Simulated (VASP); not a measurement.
# A VASP study of TiPt3 (PBE): structure first, properties next, part 3 of 5

What structure does TiPt3 take at this level, and what are its properties? The start is a cell from a database of measured crystal structures.

VASP 6.6.1; PBE; plane waves and PAW (Ti_sv, Pt).

So far. Step 4 (Density, ELF and potential (PBE)): In this run the pressure is 0.06 GPa, small enough to go on; single stress components reach 0.06 GPa. Step 5 (Band structure (PBE)): There is no gap at this level. The relaxed cell has a = 3.945 Å (conventional setting).

The database entry behind the starting cell is an old determination (1943), so it need not match the best structure at ambient conditions.

### Step 6. Total and projected DOS (PBE)

Here the states are counted by energy and projected on the atoms. The mesh is finer than in the run before.

INCAR reads:

```
SYSTEM = TiPt3
PREC = Accurate
ENCUT = 400
EDIFF = 1E-06
NELM = 100
ISMEAR = -5
SIGMA = 0.2
LREAL = .FALSE.
ALGO = Normal
GGA = PE
NBANDS = 35
LASPH = .TRUE.
LORBIT = 11
LWAVE = .FALSE.
LCHARG = .FALSE.
KPAR = 4
NEDOS = 2001
```

POSCAR reads:

```
TiPt3
1.0
    3.9446702305      0.0000000000      0.0000000000
    0.0000000000      3.9446702305      0.0000000000
    0.0000000000      0.0000000000      3.9446702305
Ti Pt
1 3
Direct
    0.0000000000      0.0000000000      0.0000000000
    0.0000000000      0.5000000000      0.5000000000
    0.5000000000      0.0000000000      0.5000000000
    0.5000000000      0.5000000000      0.0000000000
```

KPOINTS reads:

```
Automatic mesh
0
Gamma
8 8 8
0 0 0
```

The projector-augmented-wave data sets are Ti_sv and Pt (PBE family, release 64).

Command:

```sh
$ mpirun -np 4 vasp_std
```

What it wrote:

```text
[... set-up lines as in an earlier step ...]
 entering main loop
       N       E                     dE             d eps       ncg     rms          rms(c)
DAV:   1     0.310164373900E+03    0.31016E+03   -0.16937E+04  2450   0.106E+03
DAV:   2    -0.134955034891E+02   -0.32366E+03   -0.30278E+03  2497   0.301E+02
DAV:   3    -0.322313923622E+02   -0.18736E+02   -0.18186E+02  3007   0.750E+01
DAV:   4    -0.327629435752E+02   -0.53155E+00   -0.52981E+00  2988   0.116E+01
DAV:   5    -0.327757318368E+02   -0.12788E-01   -0.12787E-01  3028   0.185E+00    0.207E+01
DAV:   6    -0.311121221394E+02    0.16636E+01   -0.85730E+00  2585   0.239E+01    0.149E+01
DAV:   7    -0.305046078207E+02    0.60751E+00   -0.23399E+01  2682   0.245E+01    0.101E+01
DAV:   8    -0.296571717953E+02    0.84744E+00   -0.83617E-01  2634   0.777E+00    0.412E+00
DAV:   9    -0.296242069997E+02    0.32965E-01   -0.11666E+00  3378   0.502E+00    0.262E+00
DAV:  10    -0.295449490048E+02    0.79258E-01   -0.26228E-01  2859   0.315E+00    0.329E-01
DAV:  11    -0.295504971411E+02   -0.55481E-02   -0.19534E-02  2933   0.570E-01    0.688E-01
DAV:  12    -0.295450498446E+02    0.54473E-02   -0.17515E-02  3105   0.594E-01    0.573E-02
DAV:  13    -0.295450390263E+02    0.10818E-04   -0.18044E-04  2810   0.812E-02    0.336E-02
DAV:  14    -0.295450379173E+02    0.11089E-05   -0.69029E-06  2990   0.185E-02    0.320E-02
DAV:  15    -0.295450351649E+02    0.27524E-05   -0.20671E-05  2553   0.282E-02    0.888E-03
DAV:  16    -0.295450355034E+02   -0.33846E-06   -0.14055E-06  1966   0.535E-03
   1 F= -.29545036E+02 E0= -.29545036E+02  d E =0.000000E+00
 -----------------------------------------------------------------------------
|                                                                             |
|           W    W    AA    RRRRR   N    N  II  N    N   GGGG   !!!           |
|           W    W   A  A   R    R  NN   N  II  NN   N  G    G  !!!           |
|           W    W  A    A  R    R  N N  N  II  N N  N  G       !!!           |
|           W WW W  AAAAAA  RRRRR   N  N N  II  N  N N  G  GGG   !            |
|           WW  WW  A    A  R   R   N   NN  II  N   NN  G    G                |
|           W    W  A    A  R    R  N    N  II  N    N   GGGG   !!!           |
|                                                                             |
|     Tetrahedron method does not include variations of the Fermi             |
|     occupations, so forces and stress will be inaccurate. We suggest        |
|     using a different smearing scheme ISMEAR = 1 or 2 for metals in         |
|     relaxations.                                                            |
|                                                                             |
 -----------------------------------------------------------------------------
```

Wall time 23 s (4 MPI ranks of Intel Xeon Platinum 8375C at 2.90GHz (Ice Lake), shared host); peak memory 0.72 GiB; 84 s of CPU time.

Parts of OUTCAR (step 6):

```text
   k-points           NKPTS =     35   k-points in BZ     NKDIM =     35   number of bands    NBANDS=     35

   NELECT =      42.0000    total number of electrons

 E-fermi :  11.2683

 k-point     1 :       0.0000    0.0000    0.0000
  band No.  band energies     occupation
    ...
     16       9.6062      2.00000
     17      10.6908      2.00000
     18      11.2417      2.00000
     19      11.2417      2.00000
     20      11.2417      2.00000
     21      12.5212     -0.22517
     22      12.5212      0.00000
     23      12.8264      0.00000
     24      12.8264      0.00000
     25      12.8264      0.00000
    ...

  Total        0.0778328      0.0778328      0.0778328     -0.0000000      0.0000000     -0.0000000
  in kB        2.0316146      2.0316146      2.0316146     -0.0000000      0.0000000     -0.0000000
  external PRESSURE =       2.0316146 kB  Pullay stress =       0.0000000 kB

  FREE ENERGIE OF THE ION-ELECTRON SYSTEM (eV)
  ---------------------------------------------------
  free  energy   TOTEN  =       -29.5450355034 eV

  energy  without entropy=      -29.5450355034  energy(sigma->0) =      -29.54503550

[... 7 parts as in an earlier step ...]

[... 10 further parts left out ...]
```

With tetrahedra the forces and stress of a metal are not exact derivatives of the energy.

This step gave:

| Quantity | Value |
| --- | --- |
| SCF cycles | 16 |
| irreducible k-points | 35 |
| free energy (TOTEN) | -29.55 eV |
| pressure | 0.2032 GPa |
| DOS at the Fermi level, one point of the energy grid | 1.042 states/eV/cell |

The density of states has structure finer than the step of the table below, so its rows give means over 0.5 eV, whole bins alone (the curve runs from -12.0 to 1.34 eV). Peaks (eV: height): total -3.40: 8.69, -2.42: 8.65, 0.36: 13.3, 0.93: 9.02; Pt d -5.68: 4.97, -4.38: 6.06, -3.40: 6.94, -2.42: 6.94; Ti d 0.36: 7.87, 0.93: 4.34; Pt p -3.97: 0.447, -2.50: 0.436, -1.68: 0.691, 0.36: 0.539; Pt s -7.07: 0.681, -6.34: 0.923, -3.97: 0.176, 0.93: 0.316.

States under -12.0 eV and over 1.3 eV are left out. Table of density of states by energy, zero at the Fermi level; means over each step; values in states/eV/cell:

| energy (eV) | total | Pt d | Ti d | Pt p | Pt s | Ti s |
| --- | --- | --- | --- | --- | --- | --- |
| -10.5 | 0 | 0 | 0 | 0 | 0 | 0 |
| -10.0 | 0.00731 | 4.6e-5 | 0 | 7.3e-5 | 0.00476 | 4.0e-4 |
| -9.5 | 0.156 | 0.00214 | 0 | 0.00378 | 0.0995 | 0.00820 |
| -9.0 | 0.296 | 0.00812 | 2.3e-4 | 0.0125 | 0.180 | 0.0139 |
| -8.5 | 0.428 | 0.0233 | 8.8e-4 | 0.0251 | 0.247 | 0.0169 |
| -8.0 | 0.694 | 0.0735 | 0.00315 | 0.0478 | 0.372 | 0.0190 |
| -7.5 | 1.06 | 0.214 | 0.0117 | 0.0721 | 0.503 | 0.0163 |
| -7.0 | 1.56 | 0.670 | 0.0457 | 0.0645 | 0.501 | 0.0116 |
| -6.5 | 4.20 | 2.33 | 0.156 | 0.195 | 0.679 | 0.0976 |
| -6.0 | 6.69 | 4.72 | 0.235 | 0.234 | 0.481 | 0.0891 |
| -5.5 | 5.21 | 3.98 | 0.166 | 0.243 | 0.144 | 0.0382 |
| -5.0 | 4.81 | 3.68 | 0.137 | 0.288 | 0.0687 | 0.0136 |
| -4.5 | 5.52 | 4.33 | 0.191 | 0.282 | 0.0828 | 0.0106 |
| -4.0 | 5.92 | 4.48 | 0.209 | 0.403 | 0.153 | 0.00893 |
| -3.5 | 6.12 | 4.75 | 0.401 | 0.258 | 0.131 | 0.00634 |
| -3.0 | 6.20 | 4.81 | 0.449 | 0.286 | 0.129 | 0.00609 |
| -2.5 | 6.70 | 5.36 | 0.390 | 0.354 | 0.0828 | 0.00575 |
| -2.0 | 3.98 | 2.92 | 0.303 | 0.322 | 0.0629 | 0.0155 |
| -1.5 | 3.83 | 2.30 | 0.495 | 0.489 | 0.0675 | 0.0356 |
| -1.0 | 2.25 | 1.76 | 0.158 | 0.151 | 0.0235 | 0.00814 |
| -0.5 | 1.93 | 1.65 | 0.118 | 0.0650 | 0.00947 | 0.00246 |
| 0.0 | 2.52 | 0.739 | 1.39 | 0.124 | 0.0178 | 0.00211 |
| 0.5 | 8.03 | 2.09 | 4.78 | 0.286 | 0.0814 | 0.0115 |
| 1.0 | 6.11 | 2.20 | 3.02 | 0.200 | 0.208 | 0.00689 |

The finer mesh and the other smearing move the Fermi level by -0.00 eV from the 6×6×6 run, a small shift, which tests the Fermi level alone. Of the states within 0.3 eV of the Fermi level, the largest shares in the PAW spheres are Ti d 56 % and Pt d 29 %. The rest lies in smaller channels or between the spheres.

(Part 3 of 5 ends here.)

[Lines on the potential files, build, host, timing and source positions are cut from VASP's logs without a mark.]

[Logs are printed without paths, hosts, clocks, repeated set-up lines and the standing remarks that a program may print on its own settings, such as how far it seeks lower states.]

[Hosts, paths, dates, database ids (printed as entryN), source tags and the programs' standing remarks are cut or masked in the printed files.]

[A measured line is paired with the nearest computed mode of its activity, which favours agreement.]

[In band tables of VASP the shares of atoms and orbitals are scaled to a sum of 1 inside the atoms' spheres.]
